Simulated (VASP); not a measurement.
Ni:

```
Ni
1.0
     0.00000    1.76194    1.76194
     1.76194    0.00000    1.76194
     1.76194    1.76194    0.00000
Ni
1
Direct
  0.00000 0.00000 0.00000
```

```yaml
Program: VASP 6.6.1
Task: relaxation of cell and atoms
Functional: PBEsol
Potentials_or_basis: VASP PAW PBE potentials, release 64 (Ni)
Cutoff: 600 eV
k_mesh: 22 × 22 × 22
Occupations: methfessel-paxton, width 0.1 eV
Spin: collinear spin, ferromagnetic start
Starting_moments: "[0.7] μB"
```

At the start: pressure -10.7 GPa; volume 10.94 Å³/atom.

**Question.** Where does the relaxation end?

**Answer.** Over 3 steps the energy falls by 19.5 meV/atom and the volume is 10.38 Å³/atom (-5.1 %); space group Fm-3m (No. 225, to 0.05 Å); moment 0.64 μB per cell.

Step by step:
```tsv
step	energy change (eV)	largest force (eV/Å)	pressure (GPa)	volume (Å³)
1	0.0000	0.0000	-10.71	10.94
2	0.0041	0.0000	14.40	9.82
3	-0.0195	0.0000	-0.14	10.38
```

Final structure:
```
CELL_PARAMETERS angstrom
0.00000 1.73164 1.73164
1.73164 0.00000 1.73164
1.73164 1.73164 0.00000
ATOMIC_POSITIONS crystal
Ni 0.00000 0.00000 0.00000
```

Caveat: the PAW data sets were made with another functional, which shifts forces and pressure a little.
